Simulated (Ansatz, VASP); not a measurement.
# Cross-check of SiGe between VASP and Ansatz, part 2 of 2

Aim: how closely do two programs agree when they are given the same cell, functional and k mesh? The cell is generated by rule, not measured, and may not be a known phase. The cell is taken from a series of runs on this material, whose earlier steps may have relaxed, scaled, displaced or heated it; both programs get it as it stands.

VASP 6.6.1 and Ansatz 0.2.0.

So far: The starting structure; Ansatz: zone-centre phonons, PBEsol.

### 3. VASP: zone-centre phonons, PBEsol

Level of this step: PBEsol; plane waves and PAW (Si, Ge_d); invented cell (VASP).

The same cell, functional, mesh and smearing now go to VASP, with its own data sets.

Lines of VASP's logs that name or quote its potential files are left out, and so is its time.

The input, INCAR:

```
SYSTEM = SiGe
PREC = Accurate
ENCUT = 500
EDIFF = 1E-08
NELM = 120
ISMEAR = 1
SIGMA = 0.15
LREAL = .FALSE.
ALGO = Normal
GGA = PS
NBANDS = 24
LORBIT = 11
LWAVE = .FALSE.
LCHARG = .FALSE.
ISIF = 2
IBRION = 8
LASPH = .TRUE.
GGA_COMPAT = .FALSE.
KPAR = 2
```

The input, POSCAR:

```
SiGe
1.0
    3.7125657936     -0.0000032552      0.0000000000
   -1.8562800777      3.2151779181      0.0000000000
    0.0000000000      0.0000000000      5.8915085839
Si Ge
2 2
Direct
    0.0000000000      0.0000000000      0.0000000000
    0.0000000000      0.0000000000      0.5000000000
    0.3333333333      0.6666666667      0.2500000000
    0.6666666667      0.3333333333      0.7500000000
```

The input, KPOINTS:

```
Automatic mesh
0
Gamma
12 12 6
0 0 0
```

PAW data sets: Si and Ge_d (PBE family, release 64).

Command:

```
mpirun -np 2 vasp_std
```

Numbers of over 12 decimals in the logs are rounded to 6 here.

Log:

```text
[banner, memory and clock lines left out]
running    2 mpi-ranks, on    1 nodes
 distrk:  each k-point on    1 cores,    2 groups
 distr:  one band on    1 cores,    1 groups

 POSCAR found type information on POSCAR SiGe
 POSCAR found :  2 types and       4 ions
|                                                                             |
|               ----> ADVICE to this user running VASP <----                  |
|                                                                             |
|     You enforced a specific xc type in the INCAR file but a different       |
|     [... a line on the potential file left out ...]
|     I HOPE YOU KNOW WHAT YOU ARE DOING!                                     |
|                                                                             |

 LDA part: xc-table for (Slater+PW92), standard interpolation
 POSCAR, INCAR and KPOINTS ok, starting setup
 FFT: planning ... GRIDC
 FFT: planning ... GRID_SOFT
 FFT: planning ... GRID
 WAVECAR not read
 entering main loop
       N       E                     dE             d eps       ncg     rms          rms(c)
DAV:   1     0.245930604390E+03    0.24593E+03   -0.17495E+04  4264   0.330E+03
DAV:   2     0.169819555273E+02   -0.22895E+03   -0.22276E+03  3736   0.680E+02
DAV:   3    -0.191341940037E+02   -0.36116E+02   -0.35724E+02  4600   0.152E+02
DAV:   4    -0.203483278888E+02   -0.12141E+01   -0.12136E+01  4184   0.309E+01
DAV:   5    -0.203761166498E+02   -0.27789E-01   -0.27787E-01  4752   0.533E+00    0.447E+00
DAV:   6    -0.203016723363E+02    0.74444E-01   -0.59308E-02  5088   0.349E+00    0.251E+00
DAV:   7    -0.202681944359E+02    0.33478E-01   -0.36254E-02  5168   0.227E+00    0.209E-01
DAV:   8    -0.202674450167E+02    0.74942E-03   -0.51719E-03  4896   0.107E+00    0.101E-01
DAV:   9    -0.202674684970E+02   -0.23480E-04   -0.21224E-04  4632   0.130E-01    0.256E-02
DAV:  10    -0.202674701417E+02   -0.16447E-05   -0.13608E-05  5152   0.397E-02    0.969E-03
DAV:  11    -0.202674699624E+02    0.17928E-06   -0.26213E-06  4952   0.181E-02    0.192E-03
DAV:  12    -0.202674697572E+02    0.20522E-06   -0.55266E-07  5072   0.117E-02    0.727E-04
DAV:  13    -0.202674697161E+02    0.41168E-07   -0.29349E-08  3784   0.108E-03    0.283E-04
DAV:  14    -0.202674697226E+02   -0.65356E-08   -0.27670E-09  2552   0.774E-04
   1 F= -.20267470E+02 E0= -.20267245E+02  d E =-.673424E-03
 Linear response reoptimize wavefunctions to high precision
DAV:   1    -0.202674697181E+02    0.45238E-08   -0.99697E-10  2728   0.482E-04
DAV:   2    -0.202674697181E+02   -0.21828E-10   -0.25134E-10  2392   0.154E-04
 Linear response DOF=           4
 Linear response progress:
  Degree of freedom:   1/  4
       N       E                     dE             d eps       ncg     rms          rms(c)
RMM:   1    -0.194569473575E-01   -0.19457E-01    0.22959E-03 23524   0.699E-01
RMM:   2    -0.169403020489E-01    0.25166E-02   -0.16471E-03 18680   0.257E-01    0.654E-02
RMM:   3    -0.170259661657E-01   -0.85664E-04   -0.82220E-05 18747   0.775E-02    0.364E-02
RMM:   4    -0.171761213703E-01   -0.15016E-03   -0.37522E-05 20246   0.437E-02    0.616E-03
RMM:   5    -0.171680431385E-01    0.80782E-05   -0.38951E-06 22033   0.107E-02    0.123E-03
RMM:   6    -0.171668684291E-01    0.11747E-05   -0.51958E-07 22005   0.194E-03    0.747E-04
RMM:   7    -0.171676890335E-01   -0.82060E-06   -0.11356E-07 22328   0.579E-04    0.931E-05
RMM:   8    -0.171677631893E-01   -0.74156E-07   -0.19467E-08 22930   0.149E-04    0.240E-05
RMM:   9    -0.171677933980E-01   -0.30209E-07   -0.73128E-08 22492   0.520E-05    0.387E-06
RMM:  10    -0.171677783745E-01    0.15023E-07   -0.17539E-08 23139   0.249E-05    0.153E-06
RMM:  11    -0.171677724285E-01    0.59460E-08   -0.30988E-09 21551   0.169E-05    0.323E-07
 first order change of Fermi-energy   0.21245E-04
 force on displaced ion       1 direction 1 :  -3.530   0.000   0.000
 Linear response progress:
  Degree of freedom:   2/  4
       N       E                     dE             d eps       ncg     rms          rms(c)
RMM:   1    -0.302287061098E-01   -0.30229E-01    0.22030E-02  8023   0.205E+00
RMM:   2    -0.243548766109E-01    0.58738E-02   -0.10541E-02  7755   0.114E+00    0.722E-02
RMM:   3    -0.241712021997E-01    0.18367E-03   -0.49111E-04  7787   0.468E-01    0.448E-02
RMM:   4    -0.241516063031E-01    0.19596E-04    0.79229E-04  8109   0.243E-01    0.176E-02
RMM:   5    -0.243577376481E-01   -0.20613E-03   -0.53150E-04  7862   0.104E-01    0.551E-03
RMM:   6    -0.243467723542E-01    0.10965E-04   -0.45530E-04  8264   0.420E-02    0.184E-03
RMM:   7    -0.243322721502E-01    0.14500E-04   -0.28326E-04  8297   0.198E-02    0.570E-04
RMM:   8    -0.243183079074E-01    0.13964E-04   -0.12005E-04  8729   0.126E-02    0.476E-04
RMM:   9    -0.243090326997E-01    0.92752E-05   -0.27869E-05  8039   0.425E-03    0.151E-04
RMM:  10    -0.243078905870E-01    0.11421E-05   -0.13911E-05  8640   0.178E-03    0.657E-05
RMM:  11    -0.243067687745E-01    0.11218E-05   -0.26043E-06  8746   0.621E-04    0.543E-05
RMM:  12    -0.243066775238E-01    0.91251E-07   -0.18605E-06  8341   0.371E-04    0.136E-05
RMM:  13    -0.243065995252E-01    0.77999E-07   -0.96712E-07  9059   0.192E-04    0.384E-06
RMM:  14    -0.243065636072E-01    0.35918E-07   -0.60200E-07  8267   0.898E-05    0.133E-06
RMM:  15    -0.243065333445E-01    0.30263E-07   -0.20931E-07  8139   0.520E-05    0.911E-07
RMM:  16    -0.243065190989E-01    0.14246E-07   -0.11732E-07  6699   0.329E-05    0.755E-07
RMM:  17    -0.243065106265E-01    0.84723E-08    0.25080E-08  7706   0.217E-05    0.279E-07
 first order change of Fermi-energy   0.28188E-04
 force on displaced ion       1 direction 3 :   0.000  -0.000  -4.071
 Linear response progress:
  Degree of freedom:   3/  4
       N       E                     dE             d eps       ncg     rms          rms(c)
RMM:   1    -0.186133206656E+00   -0.18613E+00    0.75196E+00 17168   0.491E+01
RMM:   2    -0.193404550105E+00   -0.72713E-02   -0.11890E-02 25585   0.743E-01    0.696E-02
RMM:   3    -0.193459533186E+00   -0.54983E-04   -0.25085E-04 24717   0.154E-01    0.396E-02
RMM:   4    -0.193503388549E+00   -0.43855E-04   -0.20967E-05 27098   0.616E-02    0.506E-03
RMM:   5    -0.193490794078E+00    0.12594E-04    0.11437E-05 25973   0.137E-02    0.160E-03
RMM:   6    -0.193488675006E+00    0.21191E-05    0.88981E-06 27839   0.505E-03    0.721E-04
RMM:   7    -0.193487405251E+00    0.12698E-05    0.75466E-06 26880   0.166E-03    0.702E-05
RMM:   8    -0.193487555559E+00   -0.15031E-06    0.79075E-07 28182   0.703E-04    0.428E-05
RMM:   9    -0.193487423762E+00    0.13180E-06    0.32980E-07 28472   0.320E-04    0.138E-05
RMM:  10    -0.193487426023E+00   -0.22607E-08    0.27141E-07 29006   0.162E-04    0.862E-06
RMM:  11    -0.193487488457E+00   -0.62434E-07   -0.19794E-08 28988   0.968E-05    0.332E-06
RMM:  12    -0.193487500452E+00   -0.11995E-07   -0.38214E-08 27972   0.660E-05    0.107E-06
RMM:  13    -0.193487508474E+00   -0.80224E-08   -0.19688E-08 25264   0.523E-05    0.879E-07
 first order change of Fermi-energy  -0.19822E-04
 force on displaced ion       3 direction 1 :  -5.305  -0.002   0.000
 Linear response progress:
  Degree of freedom:   4/  4
       N       E                     dE             d eps       ncg     rms          rms(c)
RMM:   1    -0.197879864242E+00   -0.19788E+00    0.75662E+00  5818   0.493E+01
RMM:   2    -0.205381052497E+00   -0.75012E-02   -0.14593E-02  8709   0.787E-01    0.800E-02
RMM:   3    -0.205430705870E+00   -0.49653E-04   -0.77702E-04  8316   0.160E-01    0.424E-02
RMM:   4    -0.205435509637E+00   -0.48038E-05   -0.10956E-04  9035   0.547E-02    0.196E-02
RMM:   5    -0.205452625207E+00   -0.17116E-04   -0.46116E-05  9111   0.167E-02    0.361E-03
RMM:   6    -0.205448850732E+00    0.37745E-05   -0.41122E-05  8976   0.571E-03    0.879E-04
RMM:   7    -0.205445414529E+00    0.34362E-05   -0.13474E-05  9233   0.174E-03    0.540E-04
RMM:   8    -0.205444755111E+00    0.65942E-06   -0.58701E-06  8931   0.694E-04    0.521E-05
RMM:   9    -0.205444224405E+00    0.53071E-06   -0.32225E-06  9309   0.284E-04    0.490E-05
RMM:  10    -0.205443887481E+00    0.33692E-06   -0.18315E-06  9355   0.138E-04    0.819E-06
RMM:  11    -0.205443893501E+00   -0.60193E-08   -0.70312E-07  9610   0.788E-05    0.109E-05
RMM:  12    -0.205443805031E+00    0.88470E-07   -0.28633E-07  9051   0.550E-05    0.221E-06
RMM:  13    -0.205443831713E+00   -0.26682E-07   -0.31353E-07  7936   0.437E-05    0.107E-06
RMM:  14    -0.205443848291E+00   -0.16578E-07   -0.42136E-07  7397   0.385E-05    0.618E-07
RMM:  15    -0.205443834651E+00    0.13640E-07   -0.13820E-07  6926   0.360E-05    0.202E-07
RMM:  16    -0.205443834854E+00   -0.20332E-09   -0.96606E-08  6571   0.348E-05    0.130E-07
 first order change of Fermi-energy  -0.22399E-04
 force on displaced ion       3 direction 3 :   0.000   0.000  -4.071
 Linear response finished
```

OUTCAR, selected parts (step 3):

```text
ion  position               nearest neighbor table
   1  0.000  0.000  0.000-   3 2.60   4 2.60   4 2.60   3 2.60   4 2.60   3 2.60   2 2.95   2 2.95

  LATTYP: Found a hexagonal cell.
 ALAT       =     3.7125657936
 C/A-ratio  =     1.5869102156

 Subroutine GETGRP returns: Found 24 space group operations
 (whereof 12 operations were pure point group operations)

The static configuration has the point symmetry D_3d.
 The point group associated with its full space group is D_6h.

 Found     76 irreducible k-points:

   k-points           NKPTS =     76   k-points in BZ     NKDIM =     76   number of bands    NBANDS=     24

   dimension x,y,z NGX =    28 NGY =   28 NGZ =   48
   dimension x,y,z NGXF=    56 NGYF=   56 NGZF=   96

   ENCUT  =  500.0 eV  36.75 Ry    6.06 a.u.   6.77  6.77 10.74*2*pi/ulx,y,z

   NELECT =      36.0000    total number of electrons

 k-points in reciprocal lattice and weights: Automatic mesh
   0.00000000  0.00000000  0.00000000       0.001
   0.08333333 -0.00000000  0.00000000       0.007
   0.16666667 -0.00000000  0.00000000       0.007
   0.25000000 -0.00000000  0.00000000       0.007
   0.33333333 -0.00000000  0.00000000       0.007
   0.41666667 -0.00000000  0.00000000       0.007
   0.50000000 -0.00000000  0.00000000       0.003
   0.08333333  0.08333333  0.00000000       0.007
   0.16666667  0.08333333  0.00000000       0.014
[...]
0.33333333  0.25000000  0.50000000       0.014
   0.33333333  0.33333333  0.50000000       0.002

 average (electrostatic) potential at core
       1 -82.2122       2 -82.2122       3 -71.5154       4 -71.5154

  Total       -0.0029989     -0.0029989     -0.0051616     -0.0000000      0.0000000     -0.0000000
  in kB       -0.0683233     -0.0683233     -0.1175957     -0.0000000      0.0000000     -0.0000000
  external PRESSURE =      -0.0847474 kB  Pullay stress =       0.0000000 kB

  energy-cutoff  :      500.00
  volume of cell :       70.32
      direct lattice vectors                 reciprocal lattice vectors
     3.712565794 -0.000003255  0.000000000     0.269355632  0.155512232  0.000000000
    -1.856280078  3.215177918  0.000000000     0.000000273  0.311024936  0.000000000
     0.000000000  0.000000000  5.891508584     0.000000000  0.000000000  0.169735813

 POSITION                                       TOTAL-FORCE (eV/Angst)
 -----------------------------------------------------------------------------------
      0.00000      0.00000      0.00000        -0.000000      0.000000     -0.000000
      0.00000      0.00000      2.94575        -0.000000      0.000000     -0.000000
      0.00000      2.14345      1.47288         0.000000     -0.000000      0.000000
      1.85628      1.07172      4.41863        -0.000000      0.000000     -0.000000
 -----------------------------------------------------------------------------------
    total drift:                                0.000000     -0.000000      0.000000

 Eigenvectors and eigenvalues of the dynamical matrix
 ----------------------------------------------------

   1 f  =    8.081419 THz    50.777052 2PiTHz  269.567113 cm-1    33.422047 meV
             X         Y         Z           dx          dy          dz
      0.000000  0.000000  0.000000    -0.000000   -0.000000    0.707107
      0.000000  0.000000  2.945754    -0.000000   -0.000000   -0.707107
      0.000002  2.143451  1.472877     0.000000   -0.000000   -0.000000
      1.856284  1.071724  4.418631     0.000000    0.000000    0.000000

   2 f  =    7.477255 THz    46.980978 2PiTHz  249.414377 cm-1    30.923428 meV
             X         Y         Z           dx          dy          dz
      0.000000  0.000000  0.000000     0.173493    0.575420    0.000000
      0.000000  0.000000  2.945754     0.173493    0.575420   -0.000000
      0.000002  2.143451  1.472877    -0.107544   -0.356688    0.000000
      1.856284  1.071724  4.418631    -0.107544   -0.356688   -0.000000

   3 f  =    7.477255 THz    46.980978 2PiTHz  249.414377 cm-1    30.923428 meV
             X         Y         Z           dx          dy          dz
      0.000000  0.000000  0.000000     0.575420   -0.173493    0.000000
      0.000000  0.000000  2.945754     0.575420   -0.173493   -0.000000
      0.000002  2.143451  1.472877    -0.356688    0.107544   -0.000000
      1.856284  1.071724  4.418631    -0.356688    0.107544    0.000000

   4 f  =    5.008974 THz    31.472313 2PiTHz  167.081393 cm-1    20.715443 meV
             X         Y         Z           dx          dy          dz
      0.000000  0.000000  0.000000     0.000000   -0.000000   -0.000000
      0.000000  0.000000  2.945754     0.000000   -0.000000   -0.000000
      0.000002  2.143451  1.472877    -0.000000    0.000000    0.707107
      1.856284  1.071724  4.418631     0.000000   -0.000000   -0.707107

   5 f  =    4.587600 THz    28.824741 2PiTHz  153.025866 cm-1    18.972781 meV
             X         Y         Z           dx          dy          dz
      0.000000  0.000000  0.000000    -0.204132   -0.677001   -0.000000
      0.000000  0.000000  2.945754     0.204132    0.677001    0.000000
      0.000002  2.143451  1.472877     0.000000    0.000000    0.000000
      1.856284  1.071724  4.418631    -0.000000   -0.000000   -0.000000

   6 f  =    4.587600 THz    28.824741 2PiTHz  153.025866 cm-1    18.972781 meV
             X         Y         Z           dx          dy          dz
      0.000000  0.000000  0.000000     0.677001   -0.204132    0.000000
      0.000000  0.000000  2.945754    -0.677001    0.204132   -0.000000
      0.000002  2.143451  1.472877    -0.000000    0.000000   -0.000000
      1.856284  1.071724  4.418631     0.000000   -0.000000    0.000000

   7 f  =    4.493420 THz    28.232993 2PiTHz  149.884372 cm-1    18.583285 meV
             X         Y         Z           dx          dy          dz
      0.000000  0.000000  0.000000     0.000000   -0.000000   -0.000000
      0.000000  0.000000  2.945754    -0.000000    0.000000    0.000000
      0.000002  2.143451  1.472877    -0.204137   -0.676999    0.000000
      1.856284  1.071724  4.418631     0.204137    0.676999   -0.000000

   8 f  =    4.493420 THz    28.232993 2PiTHz  149.884372 cm-1    18.583285 meV
             X         Y         Z           dx          dy          dz
      0.000000  0.000000  0.000000     0.000000    0.000000    0.000000
      0.000000  0.000000  2.945754    -0.000000   -0.000000    0.000000
      0.000002  2.143451  1.472877     0.676999   -0.204137    0.000000
      1.856284  1.071724  4.418631    -0.676999    0.204137   -0.000000

   9 f  =    2.804751 THz    17.622769 2PiTHz   93.556417 cm-1    11.599512 meV
             X         Y         Z           dx          dy          dz
      0.000000  0.000000  0.000000     0.000000   -0.000000   -0.593817
      0.000000  0.000000  2.945754     0.000000   -0.000000   -0.593817
      0.000002  2.143451  1.472877     0.000000   -0.000000    0.383903
      1.856284  1.071724  4.418631     0.000000    0.000000    0.383903

  10 f/i=    0.011078 THz     0.069608 2PiTHz    0.369536 cm-1     0.045817 meV
             X         Y         Z           dx          dy          dz
      0.000000  0.000000  0.000000    -0.066871   -0.366497    0.000000
      0.000000  0.000000  2.945754    -0.066871   -0.366497    0.000000
      0.000002  2.143451  1.472877    -0.107879   -0.591245    0.000000
      1.856284  1.071724  4.418631    -0.107879   -0.591245    0.000000

  11 f/i=    0.011078 THz     0.069608 2PiTHz    0.369536 cm-1     0.045817 meV
             X         Y         Z           dx          dy          dz
      0.000000  0.000000  0.000000    -0.366497    0.066871    0.000000
      0.000000  0.000000  2.945754    -0.366497    0.066871    0.000000
      0.000002  2.143451  1.472877    -0.591245    0.107879    0.000000
      1.856284  1.071724  4.418631    -0.591245    0.107879    0.000000

  12 f/i=    0.049161 THz     0.308890 2PiTHz    1.639845 cm-1     0.203315 meV
             X         Y         Z           dx          dy          dz
      0.000000  0.000000  0.000000     0.000000    0.000000    0.383903
      0.000000  0.000000  2.945754     0.000000    0.000000    0.383903
      0.000002  2.143451  1.472877     0.000000    0.000000    0.593817
      1.856284  1.071724  4.418631     0.000000    0.000000    0.593817

 ELASTIC MODULI CONTR FROM IONIC RELAXATION (kBar)
 Direction    XX          YY          ZZ          XY          YZ          ZX
 --------------------------------------------------------------------------------
 XX        -141.0123    141.0123     -0.0000     -0.0000      0.0000     -0.0000
 YY         141.0123   -141.0123      0.0000     -0.0000     -0.0000      0.0000
 ZZ          -0.0000      0.0000     -0.0000     -0.0000      0.0000     -0.0000
 XY          -0.0000     -0.0000     -0.0000   -141.0123     -0.0000      0.0000
 YZ           0.0000     -0.0000      0.0000     -0.0000     -0.0000      0.0000
 ZX          -0.0000      0.0000     -0.0000      0.0000      0.0000     -0.0000
 --------------------------------------------------------------------------------
```

### 4. Comparison

Known differences besides the potentials themselves: the cutoff is 420 eV in Ansatz and 500 eV in VASP; Ansatz makes its cores anew for this functional, VASP keeps those of its PBE data sets. Total energies have different zeros and are not compared.

Compared:

```csv
quantity,Ansatz,VASP,difference
optical mode 1 (cm⁻¹),88.3,93.6,-5.62 %
optical mode 2 to 3 (cm⁻¹),150.6,149.9,+0.46 %
optical mode 4 to 5 (cm⁻¹),153.6,153.0,+0.36 %
optical mode 6 (cm⁻¹),165.0,167.1,-1.26 %
optical mode 7 to 8 (cm⁻¹),249.2,249.4,-0.09 %
optical mode 9 (cm⁻¹),269.2,269.6,-0.13 %
```

Modes are paired by rising frequency, not by their patterns, so a pair may set unlike modes beside each other; they are those without the splitting of longitudinal modes.

### 5. Summary of results

| Item | Value |
| --- | --- |
| r.m.s. difference of the optical zone-centre modes, each program's sorted by frequency (zone-centre phonons, PBEsol) | 1.9 cm⁻¹ |
| difference in optical mode 1 (zone-centre phonons, PBEsol) | -5.6 % |

The r.m.s. difference of the optical zone-centre modes, each program's sorted by frequency is 1.9 cm⁻¹ (zone-centre phonons, PBEsol). Among the rows given in per cent, the largest difference of the zone-centre phonons, PBEsol pair is in optical mode 1, -5.6 %. Such differences can come from data sets, numerical settings and the points named under the comparisons, not from the functional's error against experiment.

[Lines on the potential files, build, host, timing and source positions are cut from VASP's logs without a mark.]

[Logs are printed without paths, hosts, clocks, repeated set-up lines and the standing remarks that a program may print on its own settings, such as how far it seeks lower states.]

[Hosts, paths, dates, database ids (printed as entryN), source tags and the programs' standing remarks are cut or masked in the printed files.]
